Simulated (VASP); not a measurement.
VASP ran on this input.

### INCAR
```
# general
SYSTEM =WSe2
PREC   =Accurate
ENCUT  =500
LREAL  =F
LASPH  =T

# electronic loop
EDIFF  =1E-6
NELM   =100
ALGO   =Normal
LMAXMIX=6

# smearing
ISMEAR =0
SIGMA  =0.05

# functional
GGA    =PS

# ions
IBRION =2
NSW    =40
ISIF   =3
EDIFFG =-0.02
PSTRESS=200

# output
LWAVE  =F
LCHARG =F
```

POSCAR:
```
WSe2
1
    1.5922351754    -2.7578314989     0.0000000000
    1.5922351754     2.7578314989     0.0000000000
    0.0000000000     0.0000000000    12.0666927069
W Se
2 4
Direct
  0.3333330000   0.6666670000   0.2500000000
  0.6666670000   0.3333330000   0.7500000000
  0.3333330000   0.6666670000   0.8901213817
  0.6666670000   0.3333330000   0.3901213817
  0.6666670000   0.3333330000   0.1098786183
  0.3333330000   0.6666670000   0.6098786183
```

File KPOINTS:
```
Automatic mesh
0
gamma
 8 8 2
```

POTCAR, in this order: W_sv Se (PBE.64 set). Program: vasp_std.

Q: Write an equivalent input for Ansatz.

A: One equivalent input (not run):
Ansatz 0.2 input:
```yaml
crystal:
  lattice:
    - [1.5922352, -2.7578315, 0.0000000]
    - [1.5922352, 2.7578315, 0.0000000]
    - [0.0000000, 0.0000000, 12.0666927]
  atoms:
    - { symbol: W, position: [0.3333330, 0.6666670, 0.2500000] }
    - { symbol: W, position: [0.6666670, 0.3333330, 0.7500000] }
    - { symbol: Se, position: [0.3333330, 0.6666670, 0.8901214] }
    - { symbol: Se, position: [0.6666670, 0.3333330, 0.3901214] }
    - { symbol: Se, position: [0.6666670, 0.3333330, 0.1098786] }
    - { symbol: Se, position: [0.3333330, 0.6666670, 0.6098786] }
kpoints:
  mp_grid: { grid: [8, 8, 2] }
hamiltonian:
  xc: pbesol
  pseudopotentials: { kind: paw }
scf:
  occupations: { method: gaussian, width: 0.05 }
  max_iter: 100
relax:
  max_steps: 40
  f_tol: 0.02
  cell: { p_target: 20 }
output: { forces: true, stress: true, eigenvalues: true }
```
What does not carry over: each code has its own PAW files, so the cut-off isn't converted (ENCUT is set for VASP's; basis.ecutwfc is left out, and Ansatz then takes the one that its files recommend); Ansatz stops its SCF on the density residual and VASP on the energy change (EDIFF).

The compound is WSe2 in the 2H layered structure. This run relaxes it under an external pressure of 20 GPa. Symmetry was kept, so distortions that lower it aren't found.
